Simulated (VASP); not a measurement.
A run of VASP 6.6.1:

Contents of INCAR:

```
SYSTEM = GaF
  PREC = Accurate
  ENCUT = 630
  EDIFF = 1E-6
  ISMEAR = -1
  SIGMA = 0.05
  LREAL = .False.
  LASPH = .True.
  NELM = 80
  ALGO = Normal
  ISIF = 3
  LWAVE = .False.
  LCHARG = .False.
  GGA = PE
  IBRION = 2
  NSW = 60
  EDIFFG = -0.01
```

The input KPOINTS:

```
Automatic mesh
0
Gamma
  8 8 8
  0 0 0
```

The input POSCAR:

```
GaF
1.0
    3.1659200000      0.0000000000      0.0000000000
    0.0000000000      3.1659200000      0.0000000000
    0.0000000000      0.0000000000      3.1659200000
Ga F
1 1
Direct
    0.0000000000      0.0000000000      0.0000000000
    0.5000000000      0.5000000000      0.5000000000
```

Potentials or basis: VASP PAW PBE potentials, release 64 (Ga_d_GW, F_GW).

Run with:

```sh
$ cat potpaw_PBE.64/Ga_d_GW/POTCAR potpaw_PBE.64/F_GW/POTCAR > POTCAR
$ mpirun -np 1 vasp_std > vasp.out
```

Hardware: 1 thread of Intel(R) Xeon(R) 6975P-C (Granite Rapids) (shared host).

Question: Estimate the wall time of this run.

Answer: It took 16 s on 1 thread of Intel(R) Xeon(R) 6975P-C (Granite Rapids), with other jobs on the host, peak memory 0.17 GiB. Counts: scf iterations 25, k points 35, ion steps 3.
